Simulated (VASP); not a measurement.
OSZICAR of a VASP run on CdTe (relaxed from the zinc blende structure, space group F-43m):

OSZICAR:
```
       N       E                     dE             d eps       ncg     rms          rms(c)
DAV:   1     0.885620086096E+02    0.88562E+02   -0.72592E+03   762   0.961E+02
DAV:   2    -0.152564985272E+01   -0.90088E+02   -0.87281E+02   909   0.252E+02
DAV:   3    -0.501064899587E+01   -0.34850E+01   -0.34802E+01   894   0.530E+01
DAV:   4    -0.504421675748E+01   -0.33568E-01   -0.33565E-01  1076   0.446E+00
DAV:   5    -0.504429878090E+01   -0.82023E-04   -0.82023E-04   904   0.208E-01    0.522E+00
DAV:   6    -0.482339024159E+01    0.22091E+00   -0.46357E-01   854   0.856E+00    0.428E+00
DAV:   7    -0.480815127858E+01    0.15239E-01   -0.11637E-01   849   0.246E+00    0.168E+00
DAV:   8    -0.480890100984E+01   -0.74973E-03   -0.10010E-02   784   0.137E+00    0.480E-01
DAV:   9    -0.480923375550E+01   -0.33275E-03   -0.99267E-04   864   0.355E-01    0.103E-01
DAV:  10    -0.480930066892E+01   -0.66913E-04   -0.12488E-04   809   0.116E-01    0.511E-02
DAV:  11    -0.480934506534E+01   -0.44396E-04   -0.85292E-05   777   0.631E-02    0.347E-02
DAV:  12    -0.480934402556E+01    0.10398E-05   -0.32351E-06   908   0.157E-02    0.198E-02
DAV:  13    -0.480934388598E+01    0.13957E-06   -0.59385E-07   839   0.415E-03    0.123E-02
DAV:  14    -0.480934391926E+01   -0.33281E-07   -0.99856E-07   789   0.665E-03
   1 F= -.48093439E+01 E0= -.48093439E+01  d E =0.000000E+00
```

### Question
Which electronic solver shows in the log?

### Answer
It is blocked Davidson (ALGO = Normal, or the opening steps of other solvers). The INCAR had ALGO = Normal.

### Question
Can the final energy be trusted as converged?

### Answer
Self-consistency was reached. It stopped with EDIFF = 1E-7, NELM = 100 (PBE GGA, plane waves, VASP's PBE PAW potentials (set 64)).

The structure was generated: CdTe was put into the zinc blende type (F-43m), which need not be its known phase. It was relaxed first.
